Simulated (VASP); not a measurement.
# Rb2Mg under changes of volume

One of the cells (69.052 Å³/atom); the others are scaled copies at fixed shape and fractional positions:

```
Rb Mg
1.0
     8.97811   -4.08008    0.00000
     8.97811    4.08008    0.00000
     0.00000    0.00000    5.65517
Rb Mg
4 2
Direct
  0.59200 0.13193 0.75000
  0.13193 0.59200 0.25000
  0.40800 0.86807 0.25000
  0.86807 0.40800 0.75000
  0.09141 0.90859 0.75000
  0.90859 0.09141 0.25000
```

The cell comes from a database or a generator and needn't be the stable form of this composition.

| Quantity | Value |
| --- | --- |
| Program | VASP 6.6.1 |
| Functional | PBE |
| Potentials or basis | VASP PAW PBE potentials, release 64 (Rb_sv, Mg) |
| Cutoff | 520 eV |
| k mesh | 4 × 4 × 5 |
| Occupations | fermi-dirac, width 0.05 eV |
| Spin | no spin polarisation |

```csv
volume (Å³/atom),energy over the lowest point (meV/atom),pressure (GPa),largest force (eV/Å)
63.636,3.81,0.4,0.061
64.990,1.37,0.2,0.041
66.344,0.00,0.1,0.032
69.052,0.03,-0.1,0.068
70.406,?,?,?
71.760,3.20,-0.3,0.097
```

Q: What does the run at 70.406 Å³/atom give?

A: Energy over the lowest point 1.26 meV/atom; pressure -0.2 GPa; largest force 0.083 eV/Å.

Worked out: A Birch-Murnaghan fit of order 3 (a polynomial in V^(-2/3)) to the other rows has its minimum at 67.65 Å³/atom with B0 = V·E''(V) = 5.1 GPa and B' = 4.1 at fixed shape and positions, which overstates the stiffness. It gives 1.26 meV/atom at 70.406 Å³/atom, against the run's 1.26, and -dE/dV = -0.2 GPa, against -0.2.

Energies are extrapolated to zero smearing.
